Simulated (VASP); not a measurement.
Runs of VASP 6.6.1 on C. Symmetry: Fd-3m, No. 227, cubic system. The conventional cell has a = 3.567 Å, b = 3.567 Å, c = 3.567 Å, α = 90.00°, β = 90.00°, γ = 90.00°. C (site symmetry -43m) has 4 C at 1.54 Å as nearest neighbours. This isn't the form of C at room conditions, which is graphite.

```csv
k mesh,cutoff (eV),gap on the mesh (eV),pressure (GPa)
10 × 10 × 10,450,4.17,-
10 × 10 × 10,600,4.17,1.8
10 × 10 × 10,520,4.17,2.5
8 × 8 × 8,520,(a),2.5
12 × 12 × 12,520,4.15,2.5
```

Alike in all rows: task single point; level PBE; potentials or basis VASP PAW PBE potentials, release 64 (C); no spin polarisation; cell as given; smearing gaussian 0.02 eV.

Estimate the missing entries.

(a) 4.13.

Caveats: the cutoff is under 1.25 times the usual one of these potentials, so pressure, stress and relaxed cells hold a basis-set (Pulay) error (some runs).

A k mesh can miss the band edges.
